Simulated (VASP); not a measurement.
Write the native input for VASP 6.6.1 that does the following.

```
Task                   : single point
Functional             : r2SCAN
Potentials or basis    : VASP PAW PBE potentials, release 64 (Lu, Al, N)
Cutoff                 : 520 eV
k mesh                 : 10 × 6 × 6
Occupations            : gaussian, width 0.1 eV
Spin                   : no spin polarisation
Further INCAR settings : ALGO = Normal; EDIFF = 1e-06
```

The structure of Lu3AlN4 lies in POSCAR:

```
Lu3AlN4
1.0
    3.2617200000      0.0000000000      0.0000000000
    0.0000000000      4.7028000000      0.0000000000
    0.0000000000      0.0000000000      6.5215700000
Lu Al N
3 1 4
Direct
    0.5000000000      0.5000000000      0.2420490000
    0.0000000000      0.0000000000      0.5000000000
    0.5000000000      0.5000000000      0.7579510000
    0.0000000000      0.0000000000      0.0000000000
    0.0000000000      0.5000000000      0.5000000000
    0.5000000000      0.0000000000      0.7723660000
    0.0000000000      0.5000000000      0.0000000000
    0.5000000000      0.0000000000      0.2276340000
```

The cell was built by a generator and needn't be a form met in nature.

One way to write it, as run:

INCAR

```
ALGO = Normal
EDIFF = 1E-6
ENCUT = 520
ISIF = 2
ISMEAR = 0
KPAR = 8
LASPH = T
LCHARG = F
LMIXTAU = T
LREAL = F
LWAVE = F
METAGGA = R2SCAN
NELM = 150
PREC = Accurate
SIGMA = 0.1
```

KPOINTS

```
k-points
0
Gamma
  10 6 6
```

Potentials or basis: VASP PAW PBE potentials, release 64 (Lu, Al, N).

The run is started by

```bash
$ cat potpaw_PBE.64/Lu/POTCAR potpaw_PBE.64/Al/POTCAR potpaw_PBE.64/N/POTCAR > POTCAR
$ mpirun -np 8 vasp_std > vasp.out
```

Results of the run:

The pressure is -3.1 GPa and the largest force is 0.079 eV/Å. The band gap on the k mesh is 0.57 eV, indirect (least direct gap 0.63 eV).

Caveat: the PAW data sets were made with another functional, which shifts forces and pressure a little; spin-orbit coupling is left out, which moves the levels of the heavy elements.

Run time: 3 min on 8 MPI ranks on Intel(R) Xeon(R) Platinum 8488C (Sapphire Rapids), with other jobs on the host, peak memory 0.56 GiB a rank.
